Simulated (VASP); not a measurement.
OSZICAR of a VASP run on HfC (rock salt):

File OSZICAR:
```
       N       E                     dE             d eps       ncg     rms          rms(c)
DAV:   1     0.105925385346E+03    0.10593E+03   -0.93555E+03  2320   0.154E+03
DAV:   2     0.307666928171E+02   -0.75159E+02   -0.69756E+02  3218   0.352E+02
DAV:   3     0.266585441573E+02   -0.41081E+01   -0.40155E+01  3415   0.608E+01
DAV:   4     0.265581255520E+02   -0.10042E+00   -0.10019E+00  3578   0.913E+00
DAV:   5     0.265569870166E+02   -0.11385E-02   -0.11378E-02  3286   0.834E-01    0.722E+01
DAV:   6     0.146524331988E+02   -0.11905E+02   -0.32800E+01  2511   0.524E+01    0.384E+01
DAV:   7    -0.114580542081E+06   -0.11460E+06   -0.34034E+06  2440   0.205E+07    0.737E+01
DAV:   8     0.187885868010E+02    0.11460E+06   -0.33083E+02  2661   0.600E+01    0.627E+01
DAV:   9     0.180563033752E+02   -0.73228E+00   -0.18860E+01  2577   0.407E+01    0.857E+01
DAV:  10     0.144332711950E+02   -0.36230E+01   -0.94608E+00  2527   0.291E+01    0.452E+01
DAV:  11     0.144002417085E+02   -0.33029E-01   -0.25454E-01  2622   0.495E+00    0.310E+01
DAV:  12     0.144032584878E+02    0.30168E-02   -0.81583E-02  2651   0.200E+00    0.215E+01
DAV:  13     0.143814854460E+02   -0.21773E-01   -0.26831E-02  2336   0.171E+00    0.847E+00
DAV:  14     0.143825642464E+02    0.10788E-02   -0.29851E-03  2819   0.478E-01    0.728E-01
DAV:  15     0.143899238605E+02    0.73596E-02   -0.10402E-02  2557   0.662E-01    0.213E+00
DAV:  16     0.143902628507E+02    0.33899E-03   -0.14680E-02  2623   0.754E-01    0.245E+00
DAV:  17     0.143901288979E+02   -0.13395E-03   -0.10891E-03  2366   0.378E-01    0.487E-01
DAV:  18     0.143900041377E+02   -0.12476E-03   -0.31524E-04  2303   0.213E-01    0.365E-01
DAV:  19     0.143899143219E+02   -0.89816E-04   -0.46680E-04  2654   0.128E-01    0.387E-01
DAV:  20     0.143899228024E+02    0.84804E-05   -0.24264E-05  2601   0.440E-02    0.189E-01
DAV:  21     0.143899179052E+02   -0.48972E-05   -0.16431E-05  2712   0.351E-02    0.118E-02
DAV:  22     0.143899177034E+02   -0.20177E-06   -0.22109E-06  2516   0.160E-02    0.100E-01
DAV:  23     0.143899167900E+02   -0.91345E-06   -0.74034E-07  2387   0.105E-02    0.635E-02
DAV:  24     0.143899166025E+02   -0.18753E-06   -0.74906E-07  2618   0.663E-03    0.952E-03
DAV:  25     0.143899169663E+02    0.36387E-06   -0.77560E-08  1201   0.313E-03    0.683E-03
DAV:  26     0.143899167717E+02   -0.19460E-06   -0.28021E-08  1177   0.153E-03    0.415E-03
DAV:  27     0.143899168226E+02    0.50896E-07   -0.49065E-09  1165   0.705E-04
   1 F= 0.14389917E+02 E0= 0.14389934E+02  d E =-.529348E-04
```

**Question.** Which electronic solver shows in the log?

**Answer.** It is blocked Davidson (ALGO = Normal, or the opening steps of other solvers). The INCAR had ALGO = Normal.

**Question.** Can the final energy be trusted as converged?

**Answer.** The calculation finished and met its thresholds. It stopped with EDIFF = 1E-7, NELM = 100 (revTPSS meta-GGA, plane waves, VASP's PBE PAW potentials (set 64)).

The compound is HfC in the rock salt structure. This cell is one point of a volume scan, at 0.97 of the reference volume.
